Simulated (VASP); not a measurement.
These are RPBE GGA, VASP's PBE PAW potentials (set 64) (plane waves; VASP) values and carry that method's errors.

VASP ran on this input.

### KPOINTS
```
Automatic mesh
0
Gamma
11 11 11
0 0 0
```

INCAR:
```
! general
SYSTEM  = NiAl
PREC    = Accurate
ENCUT   = 520   ! plane-wave cut-off (eV)
LREAL   = .False.
LASPH   = .True.   ! aspherical one-centre terms

! electronic loop
EDIFF   = 1E-6   ! SCF stop (eV)
NELM    = 100   ! most electronic steps
ALGO    = Normal
LMAXMIX = 4

! smearing
ISMEAR  = 1
SIGMA   = 0.1   ! width (eV)

! functional
GGA     = RP   ! RPBE

! ions
IBRION  = 2   ! conjugate gradients
NSW     = 60   ! most ionic steps
ISIF    = 3   ! ions, shape and volume
EDIFFG  = -0.01

! output
LWAVE   = .False.
LCHARG  = .False.
```

File POSCAR:
```
NiAl
1
    2.8900000000     0.0000000000     0.0000000000
    0.0000000000     2.8900000000     0.0000000000
    0.0000000000     0.0000000000     2.8900000000
Al Ni
1 1
Direct
  0.5000000000   0.5000000000   0.5000000000
  0.0000000000   0.0000000000   0.0000000000
```

POTCAR, in this order: Al Ni (PBE.64 set). Program: vasp_std.

Energy and stress use the plane-wave basis of the starting cell.

Q: Estimate the energy per atom (σ→0), volume per atom, band gap (on the k-mesh).

A: 
- energy per atom (σ→0): -4.873 eV/atom
- band gap (on the k-mesh): none (metal, semimetal or under 0.01 eV)
- volume per atom: 12.41 Å³/atom

OSZICAR:
```
...
DAV:   2    -0.100697722899E+02   -0.19890E+00   -0.53595E+00  1282   0.385E+01    0.468E+00
DAV:   3    -0.974675596265E+01    0.32302E+00   -0.20718E+00  1244   0.252E+01    0.328E-01
DAV:   4    -0.974648922342E+01    0.26674E-03   -0.17498E-02  1190   0.132E+00    0.285E-01
DAV:   5    -0.974569657957E+01    0.79264E-03   -0.38818E-03  1372   0.920E-01    0.398E-02
DAV:   6    -0.974570574956E+01   -0.91700E-05   -0.66300E-05  1166   0.937E-02    0.188E-02
DAV:   7    -0.974570428125E+01    0.14683E-05   -0.97871E-06  1252   0.574E-02    0.444E-03
DAV:   8    -0.974570366737E+01    0.61388E-06   -0.25929E-07   560   0.721E-03
   3 F= -.97457037E+01 E0= -.97455493E+01  d E =-.932006E-02
```

The compound is NiAl in the CsCl type structure. This run relaxes it. Symmetry was kept, so distortions that lower it aren't found. The run is not spin-polarised, so no magnetic state was tried. The electron count is odd and the run is not spin-polarised, which forces a metal.
